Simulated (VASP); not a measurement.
```yaml
crystal:
  lattice:
    - [5.03772, 0.00000, 0.00000]
    - [-2.51886, 4.36280, 0.00000]
    - [0.00000, 0.00000, 3.15091]
  atoms:
    - { symbol: Zr, position: [0.00000, 0.00000, 0.00000] }
    - { symbol: Zr, position: [0.33333, 0.66667, 0.50000] }
    - { symbol: Zr, position: [0.66667, 0.33333, 0.50000] }
```

Computed with r2SCAN meta-GGA, VASP's PBE PAW potentials (set 64) (plane waves; VASP 6.6.1). Run with 400 eV cut-off, 8×8×11 Γ-centred mesh, tetrahedra with Blöchl corrections, potentials Zr_sv.

The cores are frozen, which limits the accuracy of field gradients.

Give the principal components of the electric field gradient (V/Å²) and the asymmetry η at each nucleus.

```tsv
atom	Vxx	Vyy	Vzz	η
Zr1	8.2	8.2	-16.5	0.00
Zr2	29.8	29.8	-59.6	0.00
Zr3	29.8	29.8	-59.6	0.00
```

The structure was generated: Zr was put into the omega type (P6/mmm), which need not be its known phase. It was relaxed first.
